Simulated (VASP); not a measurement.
All values below come from r2SCAN meta-GGA, VASP's PBE PAW potentials (set 64) (plane waves; VASP).

Input for VASP

POSCAR:
```
ZrB2
1
    1.5507246528    -2.6859343457     0.0000000000
    1.5507246528     2.6859343457     0.0000000000
    0.0000000000     0.0000000000     3.4837926817
Zr B
1 2
Direct
  1.0000000000   1.0000000000   0.0000000000
  0.3333330000   0.6666670000   0.5000000000
  0.6666670000   0.3333330000   0.5000000000
```

**KPOINTS**
```
Regular mesh
0
gamma
  11 11 9
0 0 0
```

### INCAR
```
ISMEAR  =  1   # Methfessel-Paxton
LMAXMIX  =  4
SYSTEM  =  ZrB2
ALGO  =  Normal   # blocked Davidson
PREC  =  Accurate
EDIFFG  =  -0.01
LCHARG  =  F
NELM  =  100   # most electronic steps
LWAVE  =  F
IBRION  =  2   # conjugate gradients
EDIFF  =  1E-7
NSW  =  30   # most ionic steps
LREAL  =  F
LMIXTAU  =  T
METAGGA  =  R2SCAN
LASPH  =  T   # aspherical one-centre terms
SIGMA  =  0.1   # width (eV)
ENCUT  =  520   # plane-wave cut-off (eV)
ISIF  =  4   # ions and shape, fixed volume
```

POTCAR, in this order: Zr_sv B (PBE.64 set). Program: vasp_std.

What VASP printed:

File OSZICAR:
```
       N       E                     dE             d eps       ncg     rms          rms(c)
DAV:   1     0.926797905749E+02    0.92680E+02   -0.10232E+04  2080   0.143E+03
DAV:   2    -0.432934258930E+02   -0.13597E+03   -0.13113E+03  2438   0.350E+02
DAV:   3    -0.493727181062E+02   -0.60793E+01   -0.59436E+01  3422   0.630E+01
DAV:   4    -0.494971304121E+02   -0.12441E+00   -0.12437E+00  2567   0.874E+00
DAV:   5    -0.495015607122E+02   -0.44303E-02   -0.44299E-02  3293   0.111E+00    0.264E+01
DAV:   6    -0.404286736595E+02    0.90729E+01   -0.82718E+00  2768   0.270E+01    0.907E+00
DAV:   7    -0.404035855273E+02    0.25088E-01   -0.92568E-01  2614   0.107E+01    0.185E+00
DAV:   8    -0.402931034390E+02    0.11048E+00   -0.92659E-01  2515   0.102E+01    0.107E+00
DAV:   9    -0.403846086392E+02   -0.91505E-01   -0.37182E-02  2793   0.210E+00    0.892E-01
DAV:  10    -0.404734979816E+02   -0.88889E-01   -0.71808E-02  2515   0.327E+00    0.276E-01
DAV:  11    -0.405197865049E+02   -0.46289E-01   -0.10326E-02  2568   0.115E+00    0.163E-01
DAV:  12    -0.405369282441E+02   -0.17142E-01   -0.42273E-02  2240   0.205E+00    0.201E-01
DAV:  13    -0.405444303808E+02   -0.75021E-02   -0.32726E-03  2585   0.529E-01    0.118E-01
DAV:  14    -0.405454221085E+02   -0.99173E-03   -0.20855E-04  2590   0.129E-01    0.523E-02
DAV:  15    -0.405475329115E+02   -0.21108E-02   -0.17798E-03  2250   0.405E-01    0.343E-02
DAV:  16    -0.405475263127E+02    0.65988E-05   -0.56056E-05  3030   0.616E-02    0.153E-02
DAV:  17    -0.405475271519E+02   -0.83917E-06   -0.78108E-07  2670   0.764E-03    0.158E-02
DAV:  18    -0.405475302475E+02   -0.30956E-05   -0.11931E-06  2225   0.130E-02    0.132E-02
DAV:  19    -0.405475335641E+02   -0.33166E-05   -0.16198E-05  2540   0.372E-02    0.791E-03
DAV:  20    -0.405475319721E+02    0.15920E-05   -0.12284E-06  2468   0.959E-03    0.356E-03
DAV:  21    -0.405475330191E+02   -0.10470E-05   -0.19195E-07  2096   0.465E-03    0.200E-03
DAV:  22    -0.405475323362E+02    0.68288E-06   -0.68355E-08  1105   0.275E-03    0.102E-03
DAV:  23    -0.405475326943E+02   -0.35813E-06   -0.54392E-08  1110   0.174E-03    0.792E-04
DAV:  24    -0.405475327190E+02   -0.24633E-07   -0.14302E-08  1085   0.102E-03
   1 F= -.40547533E+02 E0= -.40547553E+02  d E =-.405475E+02
       N       E                     dE             d eps       ncg     rms          rms(c)
DAV:   1    -0.405495163040E+02   -0.19836E-02   -0.12953E-01  2230   0.370E+00    0.246E-01
DAV:   2    -0.405481454394E+02    0.13709E-02   -0.30192E-03  2360   0.486E-01    0.141E-01
DAV:   3    -0.405479984186E+02    0.14702E-03   -0.15249E-03  2310   0.421E-01    0.396E-02
DAV:   4    -0.405481591235E+02   -0.16070E-03   -0.34063E-04  2410   0.202E-01    0.173E-02
DAV:   5    -0.405481628195E+02   -0.36961E-05   -0.20351E-04  2310   0.155E-01    0.850E-03
DAV:   6    -0.405482155945E+02   -0.52775E-04   -0.33807E-05  2170   0.609E-02    0.398E-03
DAV:   7    -0.405482210555E+02   -0.54610E-05   -0.26507E-06  2525   0.185E-02    0.147E-03
DAV:   8    -0.405482210190E+02    0.36440E-07   -0.23785E-07  2086   0.524E-03
   2 F= -.40548221E+02 E0= -.40548226E+02  d E =-.688300E-03
       N       E                     dE             d eps       ncg     rms          rms(c)
DAV:   1    -0.405482678848E+02   -0.46829E-04   -0.26595E-03  2225   0.530E-01    0.354E-02
DAV:   2    -0.405482398296E+02    0.28055E-04   -0.61646E-05  2375   0.696E-02    0.203E-02
DAV:   3    -0.405482366239E+02    0.32057E-05   -0.30791E-05  2270   0.598E-02    0.557E-03
DAV:   4    -0.405482398571E+02   -0.32332E-05   -0.68956E-06  2440   0.287E-02    0.244E-03
DAV:   5    -0.405482398979E+02   -0.40818E-07   -0.43142E-06  2320   0.225E-02    0.118E-03
DAV:   6    -0.405482410781E+02   -0.11802E-05   -0.74753E-07  2170   0.903E-03    0.540E-04
DAV:   7    -0.405482412188E+02   -0.14074E-06   -0.44450E-08  1195   0.247E-03    0.199E-04
DAV:   8    -0.405482411899E+02    0.28927E-07   -0.54620E-09  1065   0.889E-04
   3 F= -.40548241E+02 E0= -.40548251E+02  d E =-.708471E-03
```

**OUTCAR**
```
------------------------ aborting loop because EDIFF is reached ----------------------------------------
  FORCE on cell =-STRESS in cart. coord.  units (eV):
  Direction    XX          YY          ZZ          XY          YZ          ZX
  --------------------------------------------------------------------------------------
  Total        3.0505404      3.0505416      3.0507739      0.0000000      0.0000000      0.0000000
  in kB      168.4127580    168.4128205    168.4256478      0.0000000      0.0000000      0.0000000
  external PRESSURE =     168.4170754 kB  Pullay stress =       0.0000000 kB
  volume of cell :       29.02
      direct lattice vectors                 reciprocal lattice vectors
     1.553524951 -2.690784646  0.000000000     0.321848709 -0.185819404 -0.000000000
     1.553524951  2.690784646  0.000000000     0.321848709  0.185819404 -0.000000000
     0.000000000  0.000000000  3.471244563    -0.000000000  0.000000000  0.288081114
 POSITION                                       TOTAL-FORCE (eV/Angst)
 -----------------------------------------------------------------------------------
      0.00000      0.00000      0.00000        -0.000000     -0.000000      0.000000
      1.55352      0.89693      1.73562         0.000000      0.000000      0.000000
      1.55352     -0.89693      1.73562        -0.000000     -0.000000     -0.000000
 -----------------------------------------------------------------------------------
    total drift:                                0.000000     -0.000000      0.000000
  FREE ENERGIE OF THE ION-ELECTRON SYSTEM (eV)
  ---------------------------------------------------
  free  energy   TOTEN  =       -40.5482411899 eV

  energy  without entropy=      -40.5482712192  energy(sigma->0) =      -40.54825120

 reached required accuracy - stopping structural energy minimisation
```
(Selected blocks of OUTCAR.)

### CONTCAR
```
ZrB2
   1.00000000000000
     1.5535249513404259   -2.6907846462419536    0.0000000000000000
     1.5535249513404259    2.6907846462419536    0.0000000000000000
     0.0000000000000000    0.0000000000000000    3.4712445633131637
  Zr              B
     1     2
Direct
     0.0000000000000000    0.0000000000000000    0.0000000000000000
     0.3333330000000032    0.6666669999999968    0.5000000000000000
     0.6666669999999968    0.3333330000000032    0.5000000000000000
```

The compound is ZrB2 in the AlB2 type structure. This cell is one point of a volume scan, at 0.94 of the reference volume. Symmetry was kept, so distortions that lower it aren't found.
